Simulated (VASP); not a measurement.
Input:

```xyz
1
Lattice="-2.9443 2.9443 2.9443 2.9443 -2.9443 2.9443 2.9443 2.9443 -2.9443" Properties=species:S:1:pos:R:3 pbc="T T T"
Cs     0.0000     0.0000     0.0000
```

These are optB88-vdW, VASP's PBE PAW potentials (set 64) (plane waves; VASP 6.6.1) values and carry that method's errors. Run with 520 eV cut-off, Gaussian smearing of 0.050 eV, potentials Cs_sv.

### Question
Give the energies of bands 5 to 7 at the high-symmetry points, in eV from the Fermi level.

### Answer

```
band      Γ     H      N     P
----  -----  ----  -----  ----
5     -1.80  0.53  -0.04  1.04
6      2.48  0.53   1.08  1.04
7      2.48  3.37   1.57  1.04
```

It has no gap at this level: it comes out as a metal or semimetal.

The compound is Cs in the bcc structure. It was relaxed first, which changed the volume by -10 %.
